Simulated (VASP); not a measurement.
CaS (rock salt): the lattice constant a from VASP (plane waves, PAW) at several levels of theory. Static lattice.  The measured value holds thermal and zero-point effects that the static calculation lacks.

```
level                  lattice constant a (Å)  error against measurement
---------------------  ----------------------  -------------------------
RPBE                                    5.793                     +1.8 %
AM05                                    5.661                     -0.5 %
PBE-D3 (zero damping)                   5.676                     -0.2 %
PBE-D3(BJ)                              5.641                     -0.8 %
PBE-D4                                  5.664                     -0.4 %
optB88-vdW                              5.684                     -0.1 %
optB86b-vdW                             5.668                     -0.4 %
rev-vdW-DF2                             5.670                     -0.3 %
vdW-DF-cx                               5.656                     -0.6 %
```

Measured: 5.689 Å (as given by M J Lucero et al., Journal of Physics Condensed Matter (2012), arXiv:1111.4515).

The cell of the RPBE run:

```cif
data_CaS
_chemical_formula_sum 'Ca1 S1'
_space_group_name_H-M_alt 'P 1'
_space_group_IT_number 1
_cell_length_a 4.09661
_cell_length_b 4.09661
_cell_length_c 4.09661
_cell_angle_alpha 60.000
_cell_angle_beta 60.000
_cell_angle_gamma 60.000
loop_
_space_group_symop_operation_xyz
  'x, y, z'
loop_
_atom_site_label
_atom_site_type_symbol
_atom_site_fract_x
_atom_site_fract_y
_atom_site_fract_z
_atom_site_occupancy
Ca1 Ca 0.00000 0.00000 0.00000 1
S1 S 0.50000 0.50000 0.50000 1
```

Only levels that ran to the end are used. Left out are those held back, those with too coarse a band path, GW runs whose mesh misses a band edge, hybrids' fits of cells that aren't cubic and levels without matching references; a question may draw on a part of the rest.

The compound is CaS in the rock salt structure.
